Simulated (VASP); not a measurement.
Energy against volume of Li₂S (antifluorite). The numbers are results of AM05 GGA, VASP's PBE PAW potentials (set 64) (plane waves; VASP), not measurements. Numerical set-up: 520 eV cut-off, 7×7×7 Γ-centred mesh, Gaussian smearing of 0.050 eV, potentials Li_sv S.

| V (Å³/atom) | E (eV/atom) |
|---|---|
| 14.435 | -3.96728 |
| 14.896 | -3.97303 |
| 15.357 | -3.97482 |
| 15.817 | -3.97313 |

Question: Fit these four points and predict the energy of the run at 16.278 Å³/atom.

Answer: A cubic in V^(−2/3), the third-order Birch-Murnaghan form, passes through the four points with V0 = 15.35 Å³/atom and B0 = 40 GPa, and gives -3.9684 eV/atom there. The run gave -3.9685 eV/atom, -0.1 meV/atom from the fit; all five points give B0 = 40 GPa.

The compound is Li2S in the antifluorite structure. It was relaxed first.
